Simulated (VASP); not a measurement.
Consider the following.

```xyz
8
Lattice="4.5795 0.0000 0.0000 0.0000 4.5795 0.0000 0.0000 0.0000 4.5795" Properties=species:S:1:pos:R:3 pbc="T T T"
Co     0.6266     0.6266     0.6266
Co     1.6631     3.9529     2.9163
Co     2.9163     1.6631     3.9529
Co     3.9529     2.9163     1.6631
Ge     3.8459     3.8459     3.8459
Ge     3.0233     0.7336     1.5561
Ge     1.5561     3.0233     0.7336
Ge     0.7336     1.5561     3.0233
```

Level of theory: PBEsol GGA, VASP's PBE PAW potentials (set 64) (plane waves; VASP). Run with 300 eV cut-off, 5×5×5 Γ-centred mesh, Gaussian smearing of 0.10 eV, potentials Co Ge_d.

At this cut-off the stress carries a Pulay error, which pulls relaxed volumes low.

Estimate the energy per atom (σ→0), pressure, band gap (on the k-mesh) with the smallest direct gap where there is one.

```
Quantity                                                     Value
------------------------  ----------------------------------------
band gap (on the k-mesh)  none (metal, semimetal or under 0.01 eV)
energy per atom (σ→0)                               -6.644 eV/atom
pressure                                                -24.5 kbar
```

Only differences to runs with the same potentials and settings are physical.

The structure comes from a computed database's CoGe entry; how it stands against other phases isn't given here. The cell was not relaxed at this level. The run is not spin-polarised, so no magnetic state was tried.
